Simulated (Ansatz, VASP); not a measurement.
# GeBi: VASP beside Ansatz, part 2 of 2

Wanted: the spread between two codes on one cell, functional and k mesh. The cell is invented: As first built, before any earlier steps moved the atoms (in the runner's words): it takes the SnP structure with all of its atoms replaced by other elements, volume scaled by an estimate. It may not be a known or stable phase. The cell is taken from a series of VASP runs on this material, whose earlier steps may have relaxed, scaled or displaced it; both programs get it as it stands.

VASP 6.6.1 and Ansatz 0.2.0.

So far. Step 2 (VASP: band structure, PBEsol): At this level the cell is under a tension of 3.2 GPa, so at these settings it is away from equilibrium.

## 5. VASP: band structure, PBE, spin-orbit coupling

Level of this step: PBE, spin-orbit coupling; plane waves and PAW (Bi_d, Ge_d); invented cell (VASP).

With cell and atoms fixed, the geometry can't cause a difference; cores, projectors, grids and the points listed under the comparison can.

INCAR reads:

```
SYSTEM = GeBi
PREC = Accurate
ENCUT = 410
EDIFF = 1E-06
NELM = 100
ISMEAR = 0
SIGMA = 0.02
LREAL = .FALSE.
ALGO = Normal
GGA = PE
LNONCOLLINEAR = .TRUE.
MAGMOM = 0 0 0 0 0 0
NBANDS = 40
GGA_COMPAT = .FALSE.
LASPH = .TRUE.
LSORBIT = .TRUE.
LORBIT = 11
LWAVE = .FALSE.
LCHARG = .FALSE.
KPAR = 4
```

POSCAR reads:

```
GeBi
1.0
    0.0000000000      3.0005849367      3.0005849367
    3.0005849367      0.0000000000      3.0005849367
    3.0005849367      3.0005849367      0.0000000000
Bi Ge
1 1
Direct
    0.0000000000      0.0000000000      0.0000000000
    0.5000000000      0.5000000000      0.5000000000
```

KPOINTS reads:

```
Automatic mesh
0
Gamma
5 5 5
0 0 0
```

KPOINTS_OPT reads:

```
Line mode
16
Line-mode
Reciprocal
  0.00000000   0.00000000   0.00000000 GAMMA
  0.50000000   0.00000000   0.50000000 X

  0.50000000   0.00000000   0.50000000 X
  0.50000000   0.25000000   0.75000000 W

  0.50000000   0.25000000   0.75000000 W
  0.37500000   0.37500000   0.75000000 K

  0.37500000   0.37500000   0.75000000 K
  0.00000000   0.00000000   0.00000000 GAMMA

  0.00000000   0.00000000   0.00000000 GAMMA
  0.50000000   0.50000000   0.50000000 L

  0.50000000   0.50000000   0.50000000 L
  0.62500000   0.25000000   0.62500000 U

  0.62500000   0.25000000   0.62500000 U
  0.50000000   0.25000000   0.75000000 W

  0.50000000   0.25000000   0.75000000 W
  0.50000000   0.50000000   0.50000000 L

  0.50000000   0.50000000   0.50000000 L
  0.37500000   0.37500000   0.75000000 K

  0.62500000   0.25000000   0.62500000 U
  0.50000000   0.00000000   0.50000000 X
```

PAW data sets: Bi_d and Ge_d (PBE family, release 64).

Command:

```bash
mpirun -np 4 vasp_ncl
```

Numbers of over 12 decimals in the logs are rounded to 6 here.

Output:

```text
[banner, memory and clock lines left out]
running    4 mpi-ranks, on    1 nodes
[...]
LDA part: xc-table for (Slater+PW92), standard interpolation
 POSCAR, INCAR and KPOINTS ok, starting setup
[...]
entering main loop
       N       E                     dE             d eps       ncg     rms          rms(c)
DAV:   1     0.300887025838E+03    0.30089E+03   -0.12706E+04   968   0.270E+03
DAV:   2     0.487493866330E+02   -0.25214E+03   -0.24340E+03   800   0.766E+02
DAV:   3    -0.497249440706E+01   -0.53722E+02   -0.53169E+02   936   0.223E+02
DAV:   4    -0.861318475654E+01   -0.36407E+01   -0.36339E+01   936   0.679E+01
[...]
DAV:   9    -0.873186509088E+01   -0.64654E-04   -0.15450E-04  1024   0.182E-01    0.292E-02
DAV:  10    -0.873188807486E+01   -0.22984E-04   -0.37798E-05  1000   0.104E-01    0.122E-02
DAV:  11    -0.873188759385E+01    0.48101E-06   -0.88283E-06   968   0.341E-02
   1 F= -.87318876E+01 E0= -.87305829E+01  d E =-.260940E-02  mag=    -0.0000    -0.0000     0.0000
 Start KPOINTS_OPT (optional k-point list driver)
k-point batch [1-10\160]
       N       E                     dE             ncg
DAV:   1    -0.256856088896E+03   -0.16948E+04      952
DAV:   2    -0.271890343609E+04   -0.24620E+04      800
DAV:   3    -0.324220821412E+04   -0.52330E+03      872
DAV:   4    -0.327395480483E+04   -0.31747E+02     1032
DAV:   5    -0.327491982333E+04   -0.96502E+00     1104
DAV:   6    -0.327494868176E+04   -0.28858E-01     1152
DAV:   7    -0.327494923705E+04   -0.55528E-03     1144
DAV:   8    -0.327494926559E+04   -0.28542E-04     1216
DAV:   9    -0.327494926597E+04   -0.38345E-06      728
[...]
k-point batch [151-160\160]
       N       E                     dE             ncg
DAV:   1    -0.328905423889E+03   -0.89584E+04      960
DAV:   2    -0.285421749495E+04   -0.25253E+04      808
DAV:   3    -0.336424488388E+04   -0.51003E+03      952
DAV:   4    -0.339581295086E+04   -0.31568E+02      960
DAV:   5    -0.339684825333E+04   -0.10353E+01     1128
DAV:   6    -0.339687935357E+04   -0.31100E-01     1136
DAV:   7    -0.339687992612E+04   -0.57255E-03     1136
DAV:   8    -0.339687995368E+04   -0.27560E-04     1128
DAV:   9    -0.339687995416E+04   -0.47689E-06      664
```

Parts of OUTCAR (step 5):

```text
  Total        0.3253854      0.3253854      0.3253854     -0.0000000      0.0000000     -0.0000000
  in kB        9.6485235      9.6485235      9.6485235     -0.0000000      0.0000000     -0.0000000
  external PRESSURE =       9.6485235 kB  Pullay stress =       0.0000000 kB

 POSITION                                       TOTAL-FORCE (eV/Angst)
 -----------------------------------------------------------------------------------
      0.00000      0.00000      0.00000         0.000000     -0.000000      0.000000
      3.00058      3.00058      3.00058        -0.000000      0.000000     -0.000000
 -----------------------------------------------------------------------------------
    total drift:                                0.000000      0.000000      0.000000

  FREE ENERGIE OF THE ION-ELECTRON SYSTEM (eV)
  ---------------------------------------------------
  free  energy   TOTEN  =        -8.7318875939 eV

  energy  without entropy=       -8.7292781896  energy(sigma->0) =       -8.73058289

 magnetization (x)
# of ion       s       p       d       tot
------------------------------------------
    1       -0.000  -0.000   0.000  -0.000
    2        0.000   0.000   0.000   0.000
--------------------------------------------------
tot         -0.000  -0.000   0.000  -0.000

 magnetization (y)
# of ion       s       p       d       tot
------------------------------------------
    1        0.000   0.000   0.000   0.000
    2       -0.000   0.000   0.000  -0.000
--------------------------------------------------
tot          0.000   0.000   0.000   0.000

 magnetization (z)
# of ion       s       p       d       tot
------------------------------------------
    1       -0.000   0.000  -0.000  -0.000
    2        0.000   0.000   0.000   0.000
--------------------------------------------------
tot         -0.000   0.000  -0.000  -0.000

[... 1 part as in an earlier step ...]

[... 2 further parts left out ...]
[key lines of the parts left out:]
E-fermi :   6.5411
```

The run ends at a pressure of 0.96 GPa.

## 6. Ansatz: band structure, PBE, spin-orbit coupling

The same cell, functional, mesh and smearing now go to Ansatz, which takes its cutoff from its data sets.

The cell is taken from a series of VASP runs on this material, whose earlier steps may have relaxed, scaled or displaced it; both programs get it as it stands.

input.yaml reads:

```yaml
crystal:
  lattice:
    - [0.0, 3.0005849367, 3.0005849367]
    - [3.0005849367, 0.0, 3.0005849367]
    - [3.0005849367, 3.0005849367, 0.0]
  atoms:
    - { symbol: Bi, position: [0.0, 0.0, 0.0] }
    - { symbol: Ge, position: [0.5, 0.5, 0.5] }
hamiltonian:
  xc: pbe
  pseudopotentials: { kind: paw_fr }
magnetization:
  noncollinear: true
  spin_orbit: true
kpoints:
  mp_grid: { grid: [5, 5, 5] }
  band_path:
    path:
      - [0.0, 0.0, 0.0]
      - [0.16667, 0.0, 0.16667]
      - [0.33333, 0.0, 0.33333]
      - [0.5, 0.0, 0.5]
      - [0.5, 0.08333, 0.58333]
      - [0.5, 0.18333, 0.68333]
      - [0.5, 0.25, 0.75]
      - [0.45, 0.3, 0.75]
      - [0.40833, 0.34167, 0.75]
      - [0.35, 0.35, 0.7]
      - [0.225, 0.225, 0.45]
      - [0.075, 0.075, 0.15]
      - [0.03333, 0.03333, 0.03333]
      - [0.23333, 0.23333, 0.23333]
      - [0.4, 0.4, 0.4]
      - [0.51667, 0.46667, 0.51667]
      - [0.55833, 0.38333, 0.55833]
      - [0.60833, 0.28333, 0.60833]
      - [0.60833, 0.25, 0.64167]
      - [0.55833, 0.25, 0.69167]
      - [0.51667, 0.25, 0.73333]
      - [0.5, 0.3, 0.7]
      - [0.5, 0.38333, 0.61667]
      - [0.5, 0.48333, 0.51667]
      - [0.475, 0.475, 0.55]
      - [0.425, 0.425, 0.65]
      - [0.38333, 0.38333, 0.73333]
      - [0.59167, 0.18333, 0.59167]
      - [0.55, 0.1, 0.55]
      - [0.5, 0.0, 0.5]
    npoints: 1
scf:
  occupations: { method: gaussian, width: 0.02 }
  n_extra_bands: 14
output:
  forces: true
  stress: true
  eigenvalues: true
```

Command:

```bash
ansatz run input.yaml --threads 2 --pin off --max-ram 4608MiB --backend cpu --events-out ev --progress --plain --runs-dir out
```

Output:

```text
[...]
non-collinear run that drives no moment, with spin-orbit: no starting moment large enough to seed its density (crystal.atoms[].spin), no starting occupations that ask for one, no magnetisation constraint and no magnetic field, so the semilocal B_xc is pinned to zero
Crystal: 2 atoms, lattice volume = 54.032 Å³
[...]
k-point 1: bands = [... 25 lower, 8.6662, 9.9428, 9.9428, 10.3020, 10.3020, 12.3998, 12.3998, 13.5080, ... 10 higher]
  k-point 2: bands = [... 25 lower, 9.0736, 10.4299, 10.4299, 10.7478, 10.7478, 11.0249, 11.0249, 11.6670, ... 10 higher]
  k-point 9: bands = [... 25 lower, 5.9493, 6.6041, 6.6041, 10.2339, 10.2339, 12.1319, 12.1319, 15.4059, ... 10 higher]
[key lines of the parts left out:]
SCF converged after 7 iterations
Magnetization: |M| = 0.0000 μB,  M = (+0.0000, +0.0000, +0.0000) μB
Free energy (F): -16733.013440 eV
Fermi energy:    10.191611 eV
P = ⅓ Tr σ = 1.2544 GPa (12.544 kbar)
```

It took 6.5 s on 2 threads of Arm Neoverse V2, shared host; peak memory 0.47 GiB; 12 s of CPU time.

## 7. Comparison

What differs besides the data sets and the points named for the pairs above, as far as they apply: spin-orbit coupling enters by fully relativistic files in Ansatz and inside the spheres in VASP. Total energies have different zeros and are not compared.

The two programs side by side:

```csv
quantity,Ansatz,VASP,difference
pressure (GPa),1.25,0.96,+0.29
```

Levels from 3 eV below to 2 eV above the Fermi level differ by 50 meV r.m.s. and 78 meV at most; each VASP level is matched to the nearest of Ansatz, which flatters the figure a little.

## 8. VASP: band structure, r2SCAN, spin-orbit coupling

With cell and atoms fixed, the geometry can't cause a difference; cores, projectors, grids and the points listed under the comparison can.

INCAR, as its differences from that of step 5:

```diff
@@ -9,3 +9,4 @@
 ALGO = Normal
-GGA = PE
+METAGGA = R2SCAN
+LASPH = .TRUE.
 LNONCOLLINEAR = .TRUE.
@@ -14,3 +15,2 @@
 GGA_COMPAT = .FALSE.
-LASPH = .TRUE.
 LSORBIT = .TRUE.
```

POSCAR is that of step 5.

KPOINTS is that of step 5.

KPOINTS_OPT is that of step 5.

Command:

```bash
mpirun -np 4 vasp_ncl
```

Output:

```text
[banner, memory and clock lines left out]
running    4 mpi-ranks, on    1 nodes
[...]
[... a notice as in an earlier step ...]

 LDA part: xc-table for (None), standard interpolation
 POSCAR, INCAR and KPOINTS ok, starting setup
[...]
entering main loop
       N       E                     dE             d eps       ncg     rms          rms(c)
DAV:   1     0.241720055218E+03    0.24172E+03   -0.12993E+04   968   0.277E+03
DAV:   2    -0.182542386599E+02   -0.25997E+03   -0.25082E+03   800   0.788E+02
DAV:   3    -0.734520336739E+02   -0.55198E+02   -0.54614E+02   936   0.229E+02
DAV:   4    -0.772034003399E+02   -0.37514E+01   -0.37447E+01   936   0.691E+01
[...]
DAV:  11    -0.725099452955E+02    0.17651E-04   -0.21701E-04  1088   0.203E-01    0.127E-02
DAV:  12    -0.725099425712E+02    0.27244E-05   -0.22251E-05   960   0.593E-02    0.658E-03
DAV:  13    -0.725099420407E+02    0.53051E-06   -0.33120E-06   920   0.279E-02
   1 F= -.72509942E+02 E0= -.72508815E+02  d E =-.225432E-02  mag=    -0.0000    -0.0000     0.0000
 Start KPOINTS_OPT (optional k-point list driver)
k-point batch [1-10\160]
       N       E                     dE             ncg
DAV:   1    -0.341825625061E+03   -0.17798E+04      960
DAV:   2    -0.289412947629E+04   -0.25523E+04      800
DAV:   3    -0.343398629872E+04   -0.53986E+03      864
DAV:   4    -0.346676863480E+04   -0.32782E+02     1024
DAV:   5    -0.346782204246E+04   -0.10534E+01     1112
DAV:   6    -0.346785417912E+04   -0.32137E-01     1176
DAV:   7    -0.346785478431E+04   -0.60519E-03     1136
DAV:   8    -0.346785481582E+04   -0.31506E-04     1256
DAV:   9    -0.346785481626E+04   -0.43866E-06      736
[...]
k-point batch [151-160\160]
       N       E                     dE             ncg
DAV:   1    -0.401668493180E+03   -0.90312E+04      952
DAV:   2    -0.303058102180E+04   -0.26289E+04      808
DAV:   3    -0.355995193591E+04   -0.52937E+03      944
DAV:   4    -0.359330452034E+04   -0.33353E+02      960
DAV:   5    -0.359444332962E+04   -0.11388E+01     1128
DAV:   6    -0.359447639167E+04   -0.33062E-01     1144
DAV:   7    -0.359447705448E+04   -0.66280E-03     1144
DAV:   8    -0.359447708596E+04   -0.31489E-04     1160
DAV:   9    -0.359447708658E+04   -0.61867E-06      712
```

Parts of OUTCAR (step 8):

```text
  Total       -0.1597685     -0.1597685     -0.1597685      0.0000000      0.0000000      0.0000000
  in kB       -4.7375504     -4.7375504     -4.7375504      0.0000000      0.0000000      0.0000000
  external PRESSURE =      -4.7375504 kB  Pullay stress =       0.0000000 kB

 POSITION                                       TOTAL-FORCE (eV/Angst)
 -----------------------------------------------------------------------------------
      0.00000      0.00000      0.00000         0.000000      0.000000      0.000000
      3.00058      3.00058      3.00058        -0.000000     -0.000000     -0.000000
 -----------------------------------------------------------------------------------
    total drift:                                0.000000      0.000000      0.000000

  FREE ENERGIE OF THE ION-ELECTRON SYSTEM (eV)
  ---------------------------------------------------
  free  energy   TOTEN  =       -72.5099420407 eV

  energy  without entropy=      -72.5076877180  energy(sigma->0) =      -72.50881488

 magnetization (x)
# of ion       s       p       d       tot
------------------------------------------
    1        0.000  -0.000  -0.000  -0.000
    2       -0.000   0.000   0.000   0.000
--------------------------------------------------
tot         -0.000  -0.000   0.000  -0.000

 magnetization (y)
# of ion       s       p       d       tot
------------------------------------------
    1       -0.000  -0.000   0.000  -0.000
    2       -0.000  -0.000   0.000  -0.000
--------------------------------------------------
tot         -0.000  -0.000   0.000  -0.000

 magnetization (z)
# of ion       s       p       d       tot
------------------------------------------
    1       -0.000   0.000   0.000   0.000
    2        0.000   0.000   0.000   0.000
--------------------------------------------------
tot         -0.000   0.000   0.000   0.000

[... 2 parts as in an earlier step ...]

[... 1 further part left out ...]
[key lines of the parts left out:]
E-fermi :   6.4377
```

The run ends at a pressure of -0.47 GPa.

## 9. Ansatz: band structure, r2SCAN, spin-orbit coupling

The same cell, functional, mesh and smearing now go to Ansatz, which takes its cutoff from its data sets.

The cell is taken from a series of VASP runs on this material, whose earlier steps may have relaxed, scaled or displaced it; both programs get it as it stands.

input.yaml, as its differences from that of step 6:

```diff
@@ -9,3 +9,3 @@
 hamiltonian:
-  xc: pbe
+  xc: r2scan
   pseudopotentials: { kind: paw_fr }
```

Command:

```bash
ansatz run input.yaml --threads 2 --pin off --max-ram 4608MiB --backend cpu --events-out ev --progress --plain --runs-dir out
```

Output:

```text
[...]
Crystal: 2 atoms, lattice volume = 54.032 Å³
Basis set: ecut = 500 eV, 1363 PW (Γ), exchange–correlation on 128×128×128 points (64 copies of the dense FFT grid, shifted against one another)
Bands: 43, of which v1, the nominal top of the filled ones, is band 29 counted from 1 (28 counted from 0)
[...]
k-point 1: bands = [... 25 lower, 8.4643, 9.7145, 9.7145, 10.2210, 10.2210, 12.4417, 12.4417, 13.6053, ... 10 higher]
  k-point 2: bands = [... 25 lower, 8.9288, 10.2609, 10.2609, 10.7262, 10.7262, 11.0329, 11.0329, 11.5829, ... 10 higher]
  k-point 9: bands = [... 25 lower, 5.6477, 6.3196, 6.3196, 10.1240, 10.1240, 12.1480, 12.1480, 15.7457, ... 10 higher]
[key lines of the parts left out:]
SCF converged after 6 iterations
Magnetization: |M| = 0.0000 μB,  M = (+0.0000, +0.0000, +0.0000) μB
Free energy (F): -16676.902852 eV
Fermi energy:    10.106108 eV
P = ⅓ Tr σ = -0.2995 GPa (-2.995 kbar)
```

Elapsed: 14 s, on 2 threads; peak memory 0.63 GiB; 27 s of CPU time.

## 10. Side by side

What differs besides the data sets and the points named for the pairs above, as far as they apply: VASP keeps PBE cores, Ansatz makes them for the functional; the cutoff is 500 eV in Ansatz and 410 eV in VASP. Total energies have different zeros and are not compared.

Both answers:

```csv
quantity,Ansatz,VASP,difference
pressure (GPa),-0.30,-0.47,+0.17
```

Levels from 3 eV below to 2 eV above the Fermi level differ by 44 meV r.m.s. and 102 meV at most; each VASP level is matched to the nearest of Ansatz, which flatters the figure a little. Ansatz's pressure holds a Pulay correction of 0.04 GPa; VASP's holds none.

## 11. What came out

| Quantity | Value |
| --- | --- |
| r.m.s. difference of levels near the Fermi level (band structure, PBEsol) | 1.0 meV |
| r.m.s. difference of levels near the Fermi level (band structure, PBE, spin-orbit coupling) | 50 meV |
| r.m.s. difference of levels near the Fermi level (band structure, r2SCAN, spin-orbit coupling) | 44 meV |

**Reading.** The r.m.s. difference of levels near the Fermi level is 50 meV (band structure, PBE, spin-orbit coupling), within the 80 meV picked in this series as the mark of a large difference. Such differences can come from data sets, numerical settings and the points named under the comparisons, not from the functional's error against experiment.

[Lines on the potential files, build, host, timing and source positions are cut from VASP's logs without a mark.]

[Logs are printed without paths, hosts, clocks, repeated set-up lines and the standing remarks that a program may print on its own settings, such as how far it seeks lower states.]

[Hosts, paths, dates, database ids (printed as entryN), source tags and the programs' standing remarks are cut or masked in the printed files.]
